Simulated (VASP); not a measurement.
OSZICAR of a VASP run on Gd (hcp):

### OSZICAR
```
       N       E                     dE             d eps       ncg     rms          rms(c)
DAV:   1     0.363670844596E+02    0.36367E+02   -0.84618E+03  1976   0.115E+03
DAV:   2    -0.831530424682E+01   -0.44682E+02   -0.43699E+02  2201   0.228E+02
DAV:   3    -0.999754334223E+01   -0.16822E+01   -0.15367E+01  2668   0.263E+01
DAV:   4    -0.100299013804E+02   -0.32358E-01   -0.32226E-01  2327   0.367E+00
DAV:   5    -0.100308780560E+02   -0.97668E-03   -0.97646E-03  2886   0.499E-01    0.232E+01
DAV:   6    -0.100248264174E+02    0.60516E-02   -0.24320E-02  2171   0.121E+00    0.138E+01
DAV:   7    -0.100304878037E+02   -0.56614E-02   -0.42216E-02  2131   0.158E+00    0.211E-01
DAV:   8    -0.100300392457E+02    0.44856E-03   -0.25183E-03  2281   0.377E-01    0.523E-02
DAV:   9    -0.100300370455E+02    0.22002E-05   -0.23445E-04  2662   0.111E-01    0.340E-02
DAV:  10    -0.100300333399E+02    0.37055E-05   -0.24183E-05  2310   0.351E-02    0.318E-02
DAV:  11    -0.100300339240E+02   -0.58410E-06   -0.35272E-06  2186   0.138E-02    0.216E-03
DAV:  12    -0.100300339298E+02   -0.57644E-08   -0.17734E-07  2046   0.307E-03
   1 F= -.10030034E+02 E0= -.10029455E+02  d E =-.173538E-02
```

**Question.** Which electronic solver shows in the log?

**Answer.** It is blocked Davidson (ALGO = Normal, or the opening steps of other solvers). The INCAR had ALGO = Normal.

**Question.** Can the final energy be trusted as converged?

**Answer.** Self-consistency was reached. It stopped with EDIFF = 1E-7, NELM = 100 (PBEsol GGA, plane waves, VASP's PBE PAW potentials (set 64)). The 4f electrons are frozen in the core of the lanthanide potential, so 4f levels, which can set the real gap, and their magnetism are missing.

The compound is Gd in the hcp structure. This cell was strained or had an atom moved on purpose.
